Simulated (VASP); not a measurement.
The input files of a VASP run:

**KPOINTS**
```
K-points
0
gamma
 7 7 7
```

**INCAR**
```
SYSTEM = AgI
PREC = Accurate; ENCUT = 520; LREAL = .FALSE.
LASPH = .TRUE.
EDIFF = 1E-7; NELM = 100; ALGO = Normal
LMAXMIX = 4
ISMEAR = 0; SIGMA = 0.05
GGA = ML; LUSE_VDW = .TRUE.; AGGAC = 0.0
ZAB_VDW = -1.8867
ISIF = 2
LWAVE = .FALSE.; LCHARG = .FALSE.
```

### POSCAR
```
AgI
1
    0.0000000000     3.4880305173     3.4880305173
    3.4880305173     0.0000000000     3.4880305173
    3.4880305173     3.4880305173     0.0000000000
Ag I
1 1
Direct
  0.0000000000   0.0000000000   0.0000000000
  0.2500000000   0.2500000000   0.2500000000
```

POTCAR, in this order: Ag I (PBE.64 set). Program: vasp_std.

Task: Write an equivalent input for Quantum ESPRESSO's pw.x.

Result: One equivalent input (not run):
```
&CONTROL
  calculation = 'scf'
  pseudo_dir = './pseudo'
  outdir = './out'
  tprnfor = .true.
  tstress = .true.
/
&SYSTEM
  ibrav = 0
  nat = 2
  ntyp = 2
  ecutwfc = 82
  occupations = 'smearing'
  smearing = 'gaussian'
  degauss = 0.003675
  input_dft = 'vdw-df2'
/
&ELECTRONS
  conv_thr = 7.3e-09
  electron_maxstep = 100
/
ATOMIC_SPECIES
  Ag 107.868 Ag.upf
  I 126.904 I.upf
CELL_PARAMETERS angstrom
     0.0000000    3.4880305    3.4880305
     3.4880305    0.0000000    3.4880305
     3.4880305    3.4880305    0.0000000
ATOMIC_POSITIONS crystal
  Ag   0.0000000  0.0000000  0.0000000
  I    0.2500000  0.2500000  0.2500000
K_POINTS automatic
  7 7 7 0 0 0
```
The two are equivalent in intent, not identical: the potentials are each code's own (VASP's PAW set, PseudoDojo norm-conserving files in pw.x), so ENCUT and ecutwfc are chosen apart and not converted; conv_thr bounds pw.x's estimated SCF error, while EDIFF bounds the energy change between steps.

The compound is AgI in the zinc blende structure, whereas wurtzite is the usual form. This cell is one point of a volume scan, at 1.06 of the reference volume.
